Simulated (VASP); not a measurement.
```xyz
2
Lattice="3.1367 0.0000 0.0000 0.0000 3.1367 0.0000 0.0000 0.0000 3.1367" Properties=species:S:1:pos:R:3 pbc="T T T"
Ti     1.5683     1.5683     1.5683
Pt     0.0000     0.0000     0.0000
```

All values below come from PBEsol GGA, VASP's PBE PAW potentials (set 64) (plane waves; VASP 6.6.1). Settings: 400 eV cut-off, Gaussian smearing of 0.050 eV, potentials Ti_sv Pt.

Q: Give the energies of bands 5 to 14 at the high-symmetry points, in eV from the Fermi level.

A: 
| band | Γ | X | M | R |
|---|---|---|---|---|
| 5 | -8.97 | -6.28 | -6.20 | -4.95 |
| 6 | -5.96 | -4.88 | -6.10 | -4.95 |
| 7 | -5.96 | -3.98 | -4.41 | -4.95 |
| 8 | -3.12 | -3.54 | -4.41 | -2.10 |
| 9 | -3.12 | -3.54 | -1.51 | -2.10 |
| 10 | -3.12 | -2.53 | -0.87 | -2.10 |
| 11 | 0.66 | -1.16 | 0.01 | -1.44 |
| 12 | 0.66 | -0.69 | 0.01 | -1.44 |
| 13 | 2.37 | 0.14 | 1.08 | 2.33 |
| 14 | 2.37 | 0.14 | 2.26 | 2.33 |

It has no gap at this level: it comes out as a metal or semimetal.

The structure comes from a computed database's TiPt entry (Pm-3m); how it stands against other phases isn't given here. It was relaxed first.
